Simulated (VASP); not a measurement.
Consider the following.

```
RuSb
1.0
    0.00000     3.29090     3.29090
    3.29090     0.00000     3.29090
    3.29090     3.29090     0.00000
Ru Sb
1 1
Direct
  0.00000   0.00000   0.00000
  0.25000   0.25000   0.25000
```

Calculation: PBEsol GGA, VASP's PBE PAW potentials (set 64) (plane waves; VASP 6.6.1). Run with 400 eV cut-off, 9×9×9 Γ-centred mesh, first-order Methfessel-Paxton smearing of 0.10 eV, potentials Ru_pv Sb.

Energy and stress use the plane-wave basis of the starting cell.

### Question
The ions, cell shape and volume are relaxed. Which structure does the run end with?

### Answer

```
RuSb
1.0
    0.00000     2.90821     2.90821
    2.90821     0.00000     2.90821
    2.90821     2.90821     0.00000
Ru Sb
1 1
Direct
  0.00000   0.00000   0.00000
  0.25000   0.25000   0.25000
```
Space group F-43m (216), at a tolerance of 0.03 Å.

### Question
How do energy and volume change from the first to the last step?

### Answer
The energy (σ→0) changes by -812.8 meV/atom and the volume by -31.0 %, in 7 ionic steps.

The structure was generated: RuSb was put into the zinc blende type (F-43m), which need not be its known phase. This run relaxes it. Symmetry was kept, so distortions that lower it aren't found. The electron count is odd and the run is not spin-polarised, which forces a metal.
